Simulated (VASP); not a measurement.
Calculation: r2SCAN meta-GGA, VASP's PBE PAW potentials (set 64) (plane waves; VASP 6.6.1).

A VASP calculation is set up with these files.

**INCAR**
```
SYSTEM = Zn
PREC = Normal; ENCUT = 400; LREAL = .FALSE.
LASPH = .TRUE.
EDIFF = 1E-5; NELM = 100; NELMIN = 4
ALGO = Normal; LMAXMIX = 4; LMIXTAU = .TRUE.
ISMEAR = 1; SIGMA = 0.1
METAGGA = R2SCAN
IBRION = 2; NSW = 20; ISIF = 2
EDIFFG = -0.03
LWAVE = .FALSE.; LCHARG = .FALSE.
```

KPOINTS:
```
Automatic mesh
0
Gamma
18 18 9
0 0 0
```

File POSCAR:
```
Zn
1
    2.6550785387     0.0000000000     0.0000000000
   -1.3275392694     2.2993658863     0.0000000000
    0.0000000000     0.0000000000     4.6670895044
Zn
2
Direct
  0.6666670000   0.3333330000   0.7500000000
  0.3333330000   0.6666670000   0.2500000000
```

POTCAR, in this order: Zn (PBE.64 set). Program: vasp_std.

Question: What will the output report for the number of irreducible k-points (NKPTS), largest plane-wave count, number of space-group operations, FFT grid (NGX, NGY, NGZ)?

Answer: 
| Quantity | Result |
|---|---|
| number of irreducible k-points (NKPTS) | 185 |
| largest plane-wave count | 537 |
| number of space-group operations | 24 |
| FFT grid (NGX, NGY, NGZ) | 14 × 14 × 24 |

The compound is Zn in the hcp structure. It was relaxed first, which changed the volume by -6 %.
